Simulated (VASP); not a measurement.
Input:

```
CdZnSe2
1.0
    4.12189     0.00000     0.00000
    0.00000     4.12189     0.00000
    0.00000     0.00000     5.90574
Zn Cd Se
1 1 2
Direct
  0.50000   0.50000   0.50000
  0.00000   0.00000   0.00000
  0.00000   0.50000   0.72628
  0.50000   0.00000   0.27372
```

The numbers are results of PBEsol GGA, VASP's PBE PAW potentials (set 64) (plane waves; VASP), not measurements. Numerical set-up: 400 eV cut-off, 6×6×4 Γ-centred mesh, tetrahedra with Blöchl corrections, potentials Zn Cd Se.

The cores are frozen, which limits the accuracy of field gradients.

Give the principal components of the electric field gradient (V/Å²) and the asymmetry η at each nucleus.

```csv
atom,Vxx,Vyy,Vzz,η
Zn1,-6.5,-6.5,12.9,0.00
Cd2,14.1,14.1,-28.3,0.00
Se3,24.2,9.6,-33.8,0.43
Se4,24.2,9.6,-33.8,0.43
```

The structure comes from a computed database's ZnCdSe2 entry (P-4m2); how it stands against other phases isn't given here. It was relaxed first.
